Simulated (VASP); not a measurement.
VASP runs on NaF (rock salt) share one base input (PBE GGA, plane waves, VASP's PBE PAW potentials (set 64)) and change the settings named in each case.

**KPOINTS**
```
Automatic mesh
0
Gamma
9 9 9
0 0 0
```

**INCAR**
```
! general
SYSTEM  =  NaF
PREC    =  Accurate
ENCUT   =  520   ! plane-wave cut-off (eV)
LREAL   =  .FALSE.   ! projection in real space or not
LASPH   =  .TRUE.

! electronic loop
EDIFF   =  1E-6   ! SCF stop (eV)
NELM    =  100   ! most electronic steps
ALGO    =  Normal   ! blocked Davidson

! smearing
ISMEAR  =  0   ! Gaussian
SIGMA   =  0.05

! functional
GGA     =  PE   ! PBE

! ions
ISIF    =  2

! output
LWAVE   =  .FALSE.
LCHARG  =  .FALSE.
```

File POSCAR:
```
NaF
4.630
  0.0000000000   0.5000000000   0.5000000000
  0.5000000000   0.0000000000   0.5000000000
  0.5000000000   0.5000000000   0.0000000000
Na F
1 1
Cartesian
  0.0000000000   0.0000000000   0.0000000000
  0.5000000000   0.5000000000   0.5000000000
```

POTCAR, in this order: Na_pv F (PBE.64 set). Program: vasp_std.

| change | E(σ→0) (eV/atom) | pressure (GPa) | irreducible k-points |
|---|---|---|---|
| base run | -4.2803 | 2.15 | 35 |
| KPOINTS 2×2×2 Γ-centred mesh | -4.2167 | 3.39 | 3 |
| KPOINTS 3×3×3 Γ-centred mesh | -4.2774 | 2.19 | 4 |
| KPOINTS 5×5×5 Γ-centred mesh | -4.2803 | 2.16 | 10 |
| KPOINTS 6×6×6 Γ-centred mesh | -4.2803 | 2.16 | 16 |
| KPOINTS 8×8×8 Γ-centred mesh | -4.2803 | 2.15 | 29 |
| KPOINTS 10×10×10 Γ-centred mesh | -4.2803 | 2.15 | 47 |
| KPOINTS 13×13×13 Γ-centred mesh | -4.2803 | 2.15 | 84 |

Left out are runs that ran out of time, are held back, or changed the cell or the kind of run, fixed moments of cells without a moment, rows past the twelfth, gaps on odd meshes, pressures of charged cells and columns that move by less than the noise.

The compound is NaF in the rock salt structure. The cell was not relaxed at this level.
